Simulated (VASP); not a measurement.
# YMg6Si (Amm2) in VASP: reference runs, part 2 of 2

VASP 6.6.1. Earlier steps stand in the parts before.

### Step 3. Single point, PBE (atoms moved at random, drawn with an rms of 0.05 Å)

Contents of INCAR:

```
  PREC = Accurate
  ENCUT = 520
  EDIFF = 1E-7
  ISMEAR = -1
  SIGMA = 0.05
  LREAL = F
  LASPH = T
  NELM = 100
  ALGO = Normal
  ISIF = 2
  LWAVE = F
  LCHARG = T
  GGA = PE
  LELF = T
  LVHAR = T
  NBANDS = 24
```

Contents of KPOINTS:

```
regular mesh
0
Gamma
  5 5 5
```

Contents of POSCAR:

```
YMg6Si
1.0
    5.0829700000      0.0000000000      0.0000000000
    0.0000000000      3.0313705000      5.8408860000
    0.0000000000     -3.0313705000      5.8408860000
Y Si Mg
1 1 6
Direct
    0.4957270000      0.1846010000      0.1709300000
    0.4931770000      0.6569630000      0.6699790000
    0.0021960000      0.8182100000      0.8312260000
   -0.0014880000      0.3296800000      0.3545630000
    0.0115670000      0.3297280000      0.8248650000
   -0.0075290000      0.8335240000      0.3232820000
    0.4910450000      0.1730450000      0.6777420000
    0.4928340000      0.6717570000      0.1695720000
```

Potentials or basis: VASP PAW PBE potentials, release 64 (Y_sv, Si, Mg).

Started as:

```console
> cat potpaw_PBE.64/Y_sv/POTCAR potpaw_PBE.64/Si/POTCAR potpaw_PBE.64/Mg/POTCAR > POTCAR
> mpirun -np 1 vasp_std > vasp.out
```

OUTCAR:

```text
PREC = Accurate
   ENCUT = 520
   EDIFF = 1E-7
   ISMEAR = -1
   LREAL = F
   LASPH = T
   NELM = 100
   ISIF = 2
   GGA = PE

 ion  position               nearest neighbor table
   1  0.496  0.185  0.171-   2 2.96   5 3.11   2 3.12   6 3.17   4 3.18   6 3.20   4 3.20   8 3.20
                             5 3.24   7 3.29   7 3.29   8 3.38
   2  0.493  0.657  0.670-   1 2.96   5 3.02   1 3.12   3 3.13   6 3.15   7 3.16   6 3.16   5 3.18
                             3 3.20   8 3.24   8 3.34
   3  0.002  0.818  0.831-   4 3.00   4 3.07   8 3.10   2 3.13   7 3.15   8 3.18   2 3.20   5 3.24
                             7 3.24   6 3.29   6 3.30   5 3.34
   4  0.999  0.330  0.355-   3 3.00   7 3.05   3 3.07   5 3.10   8 3.12   7 3.12   8 3.16   1 3.18
                             1 3.20   6 3.20   6 3.39   5 3.49
   5  0.012  0.330  0.825-   7 3.01   6 3.02   2 3.02   6 3.05   4 3.10   1 3.11   2 3.18   7 3.19
                             1 3.24   3 3.24   3 3.34   4 3.49
   6  0.992  0.834  0.323-   5 3.02   5 3.05   8 3.14   8 3.14   2 3.15   2 3.16   1 3.17   1 3.20
                             4 3.20   3 3.29   3 3.30   4 3.39
   7  0.491  0.173  0.678-   8 3.01   5 3.01   8 3.05   4 3.05   4 3.12   3 3.15   2 3.16   5 3.19
                             3 3.24   1 3.29   1 3.29
   8  0.493  0.672  0.170-   7 3.01   7 3.05   3 3.10   4 3.12   6 3.14   6 3.14   4 3.16   3 3.18
                             1 3.20   2 3.24   2 3.34   1 3.38

  LATTYP: Found a base centered orthorhombic cell.
 ALAT       =     6.0627410000
 B/A-ratio  =     1.9268136310
 C/A-ratio  =     0.8383947129

  Lattice vectors:

 A1 = (   0.0000000000,   3.0313705000,  -5.8408860000)
 A2 = (   0.0000000000,   3.0313705000,   5.8408860000)
 A3 = (   5.0829700000,   0.0000000000,   0.0000000000)

Analysis of symmetry for initial positions (statically):
=====================================================================
 Subroutine PRICEL returns:
 Original cell was already a primitive cell.

 Routine SETGRP: Setting up the symmetry group for a
 base centered orthorhombic supercell.

 Subroutine GETGRP returns: Found  1 space group operations
 (whereof  1 operations were pure point group operations)
[... 156 lines left out ...]
   IVDW    =     0    specifies the selected vdW correction
   LEPSILON=     F    determine dielectric tensor
   LRPA    =     F    only Hartree local field effects (RPA)
 non-spin polarized calculation
  energy-cutoff  :      520.00
  volume of cell :      180.00
 maximum number of plane-waves:      4889
 NGX is ok and might be reduce to    40
   NGX = 19   NGY = 25   NGZ = 25

 number of electron      27.0000000 magnetization

 Free energy of the ion-electron system (eV)
  ---------------------------------------------------
  ext. energy  EPLUGINS =         0.00000000
  ---------------------------------------------------
  free energy    TOTEN  =       -21.16029788 eV

  energy without entropy =      -21.13040827  energy(sigma->0) =      -21.14535308

 E-fermi :   3.3557     XC(G=0):  -8.9772

 val. band max:        3.3541222928   @ k =  -0.4000   0.0000   0.2000
 cond. band min:       3.3604321318   @ k =   0.0000  -0.4000   0.4000
 fundamental gap:      0.0063098389
 Fermi energy:         3.3556726778

 k-point     1 :       0.0000    0.0000    0.0000
  band No.  band energies     occupation
      1     -39.2607      2.00000
      2     -19.3616      2.00000
      3     -19.2811      2.00000
      4     -19.2630      2.00000
      5      -4.8526      2.00000
      6      -1.6281      2.00000
[... 637 lines left out ...]
     23       6.9046      0.00000
     24       6.9988      0.00000

 [... further k-points ...]

------------------------ aborting loop because EDIFF is reached ----------------------------------------

  FORCE on cell =-STRESS in cart. coord.  units (eV):
  Direction    XX          YY          ZZ          XY          YZ          ZX
  --------------------------------------------------------------------------------------
  -------------------------------------------------------------------------------------
  Total       -0.3310932      0.9077814     -0.4188868     -0.4079014     -0.2279045      0.0826805
  in kB       -2.9471048      8.0802834     -3.7285669     -3.6307845     -2.0286085      0.7359501
  external PRESSURE =       0.4682039 kB  Pullay stress =       0.0000000 kB

 VOLUME and BASIS-vectors are now :
 -----------------------------------------------------------------------------
  energy-cutoff  :      520.00
  volume of cell :      180.00
      direct lattice vectors                 reciprocal lattice vectors
     5.082970000  0.000000000  0.000000000     0.196735373  0.000000000  0.000000000
     0.000000000  3.031370500  5.840886000     0.000000000  0.164941897  0.085603451
     0.000000000 -3.031370500  5.840886000     0.000000000 -0.164941897  0.085603451

 POSITION                                       TOTAL-FORCE (eV/Angst)
 -----------------------------------------------------------------------------------
      2.51977      0.04144      2.07662         0.139253     -0.266570      0.052128
      2.50680     -0.03946      7.75052         0.041348      0.209691     -0.051511
      0.01116     -0.03946      9.63417        -0.103345     -0.046660     -0.208337
      5.07541     -0.07543      3.99659        -0.116705      0.181570     -0.070530
      0.05879     -1.50094      6.74385        -0.306530      0.124189      0.051003
      5.04470      1.54673      6.75677         0.018873     -0.212005     -0.020841
      2.49597     -1.52992      4.96935         0.242903      0.052675      0.021429
      2.50506      1.52231      4.91411         0.084203     -0.042889      0.226660
 -----------------------------------------------------------------------------------
    total drift:                                0.000041      0.000080      0.000443

  FREE ENERGIE OF THE ION-ELECTRON SYSTEM (eV)
  ---------------------------------------------------
  free  energy   TOTEN  =       -21.1602978799 eV

  energy  without entropy=      -21.1304082731  energy(sigma->0) =      -21.14535308
```

OSZICAR:

```text
N       E                     dE             d eps       ncg     rms          rms(c)
DAV:   1     0.722648889354E+02    0.72265E+02   -0.10033E+04  3032   0.890E+02
DAV:   2    -0.153992837487E+02   -0.87664E+02   -0.83777E+02  3688   0.176E+02
DAV:   3    -0.215913125683E+02   -0.61920E+01   -0.60570E+01  4992   0.312E+01
DAV:   4    -0.218457913349E+02   -0.25448E+00   -0.25398E+00  4056   0.582E+00
DAV:   5    -0.218521394117E+02   -0.63481E-02   -0.63471E-02  4560   0.857E-01    0.261E+01
DAV:   6    -0.212546408899E+02    0.59750E+00   -0.11841E+00  3744   0.409E+00    0.171E+01
DAV:   7    -0.211760600014E+02    0.78581E-01   -0.81559E-01  3872   0.328E+00    0.187E+00
DAV:   8    -0.211620598337E+02    0.14000E-01   -0.84077E-02  3672   0.114E+00    0.840E-01
DAV:   9    -0.211605746942E+02    0.14851E-02   -0.12091E-02  3808   0.454E-01    0.319E-01
DAV:  10    -0.211603237793E+02    0.25091E-03   -0.12296E-03  4288   0.143E-01    0.761E-02
DAV:  11    -0.211603018586E+02    0.21921E-04   -0.14840E-04  3848   0.596E-02    0.252E-02
DAV:  12    -0.211602976956E+02    0.41630E-05   -0.18492E-05  4104   0.199E-02    0.911E-03
DAV:  13    -0.211602978625E+02   -0.16685E-06   -0.13834E-06  4424   0.517E-03    0.423E-03
DAV:  14    -0.211602978799E+02   -0.17430E-07   -0.17138E-07  2944   0.207E-03
   1 F= -.21160298E+02 E0= -.21145353E+02  d E =-.298896E-01
```

It took 3.2 min on 1 thread of AMD EPYC 9R45 (Zen 5), shared host; peak memory 0.49 GiB.

Results:

- Free energy: -21.1603 eV
- Pressure: 0.0 GPa
- Largest force: 0.335 eV/Å
- Band gap on the k mesh: none (metal or under the smearing width)

Forces on the atoms (eV/Å):
```
Y    0.139 -0.267  0.052
Si   0.041  0.210 -0.052
Mg  -0.103 -0.047 -0.208
Mg  -0.117  0.182 -0.071
Mg  -0.307  0.124  0.051
Mg   0.019 -0.212 -0.021
Mg   0.243  0.053  0.021
Mg   0.084 -0.043  0.227
```
